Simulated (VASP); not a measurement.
Given:

```yaml
crystal:
  lattice:
    - [0.00000, 2.67500, 2.67500]
    - [2.67500, 0.00000, 2.67500]
    - [2.67500, 2.67500, 0.00000]
  atoms:
    - { symbol: K, position: [0.00000, 0.00000, 0.00000] }
    - { symbol: F, position: [0.50000, 0.50000, 0.50000] }
```

These are PBE GGA, VASP's PBE PAW potentials (set 64) (plane waves; VASP) values and carry that method's errors. Run with 520 eV cut-off, 8×8×8 Γ-centred mesh, Gaussian smearing of 0.050 eV, potentials K_sv F.

**Question.** Predict the energy per atom (σ→0), pressure, band gap (on the k-mesh) with the smallest direct gap where there is one.

**Answer.** 
```yaml
band gap (on the k-mesh): 6.15 eV
smallest direct gap (on the k-mesh): 6.15 eV
energy per atom (σ→0): -4.146 eV/atom
pressure: 1.32 GPa
```

The compound is KF in the rock salt structure. The cell was not relaxed at this level.
